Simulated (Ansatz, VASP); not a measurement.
**One calculation of Si, two programs**

INCAR

```
SYSTEM = Si
PREC = Accurate ; ENCUT = 520
EDIFF = 1E-6 ; ISMEAR = -1
SIGMA = 0.1 ; LREAL = .False.
LASPH = .True. ; NELM = 60
ALGO = Normal ; ISIF = 2
LWAVE = .False. ; LCHARG = .False.
GGA = CA ; NBANDS = 16
```

KPOINTS

```
regular mesh
0
Gamma
  7 7 4
  0 0 0
```

POSCAR

```
Si
1.0
    3.9187059760      0.0000000000      0.0000000000
   -1.9593534994      3.3936990766      0.0000000000
    0.0000000000      0.0000000000      6.4770635463
Si
4
Direct
    0.3333333333      0.6666666667      0.0630090000
    0.6666666667      0.3333333333      0.5630100000
    0.3333333333      0.6666666667      0.4369910000
    0.6666666667      0.3333333333      0.9369900000
```

Input for Ansatz:

```yaml
crystal:
  lattice:
    - [3.9187059759912124, 0.0, 0.0]
    - [-1.9593534994001671, 3.393699076595962, 0.0]
    - [0.0, 0.0, 6.4770635463193]
  atoms:
    - { symbol: Si, position: [0.3333333333333333, 0.6666666666666666, 0.063009] }
    - { symbol: Si, position: [0.6666666666666666, 0.3333333333333333, 0.56301] }
    - { symbol: Si, position: [0.3333333333333333, 0.6666666666666666, 0.436991] }
    - { symbol: Si, position: [0.6666666666666666, 0.3333333333333333, 0.93699] }
basis:
  ecutwfc: 550.0
kpoints:
  mp_grid:
    grid: [7, 7, 4]
hamiltonian:
  xc: lda
scf:
  occupations:
    method: fermi_dirac
output:
  stress: true
```

This isn't the form of Si at room conditions, which is diamond.

Alike in both runs: task single point; functional LDA; k mesh 7 × 7 × 4; no spin polarisation.

|  | VASP | Ansatz |
| --- | --- | --- |
| version | VASP 6.6.1 | Ansatz 0.2.0 |
| potentials or method | VASP PAW LDA potentials, release 64 (Si) | plane waves, PAW |
| plane-wave cutoff (eV) | 520 | 550 |
| occupations | fermi-dirac, width 0.1 eV | fermi-dirac |
| valence electrons in the cell | 16 | 16 |

|  | VASP | Ansatz | Ansatz less VASP |
| --- | --- | --- | --- |
| pressure (GPa) | -7.1 | -7.2 | -0.02 |
| largest component of the traceless stress (GPa) | 0.08 | 0.07 | -0.006 |

Ansatz warned: «structure_snapped_to_symmetry».
